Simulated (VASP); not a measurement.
OSZICAR of a VASP run on TiCo (CsCl type):

### OSZICAR
```
       N       E                     dE             d eps       ncg     rms          rms(c)
DAV:   1     0.134833276775E+03    0.13483E+03   -0.89789E+03 37284   0.155E+03
DAV:   2    -0.992078149190E+01   -0.14475E+03   -0.14233E+03 38174   0.376E+02
DAV:   3    -0.177942146273E+02   -0.78734E+01   -0.78144E+01 57690   0.981E+01
DAV:   4    -0.180259023941E+02   -0.23169E+00   -0.23096E+00 45604   0.141E+01
DAV:   5    -0.180348892502E+02   -0.89869E-02   -0.89861E-02 55324   0.255E+00    0.120E+01
DAV:   6    -0.157075466989E+02    0.23273E+01   -0.13078E+01 52716   0.532E+01    0.470E+00
DAV:   7    -0.194067039505E+02   -0.36992E+01   -0.31643E+01 66266   0.472E+01    0.280E+01
DAV:   8    -0.155043238126E+02    0.39024E+01   -0.22519E+01 59982   0.416E+01    0.182E+00
DAV:   9    -0.155395310782E+02   -0.35207E-01   -0.27512E-01 45170   0.460E+00    0.185E+00
DAV:  10    -0.155272996874E+02    0.12231E-01   -0.67382E-02 58738   0.318E+00    0.641E-01
DAV:  11    -0.155239151762E+02    0.33845E-02   -0.10158E-02 50074   0.105E+00    0.347E-01
DAV:  12    -0.155230993174E+02    0.81586E-03   -0.30369E-03 56802   0.448E-01    0.802E-02
DAV:  13    -0.155230505257E+02    0.48792E-04   -0.13652E-04 50548   0.975E-02    0.404E-02
DAV:  14    -0.155230402605E+02    0.10265E-04   -0.12361E-04 55884   0.102E-01    0.134E-02
DAV:  15    -0.155230395150E+02    0.74551E-06   -0.64929E-06 46704   0.313E-02
   1 F= -.15523040E+02 E0= -.15523120E+02  d E =0.241054E-03
```

Problem. Which electronic solver shows in the log?

Solution. It is blocked Davidson (ALGO = Normal, or the opening steps of other solvers). The INCAR had ALGO = Normal.

Problem. How was spin treated?

Solution. Without spin polarisation: there is no mag entry.

Problem. Can the final energy be trusted as converged?

Solution. The calculation finished and met its thresholds. It stopped with EDIFF = 1E-6, NELM = 100 (PBE GGA, plane waves, VASP's PBE PAW potentials (set 64)).

The compound is TiCo in the CsCl type structure. The cell was not relaxed at this level, atoms are displaced from their ideal sites. The run is one of a series of settings (ISYM = -1 against the base run), some of them coarse on purpose. The run is not spin-polarised, so no magnetic state was tried. The electron count is odd and the run is not spin-polarised, which forces a metal.
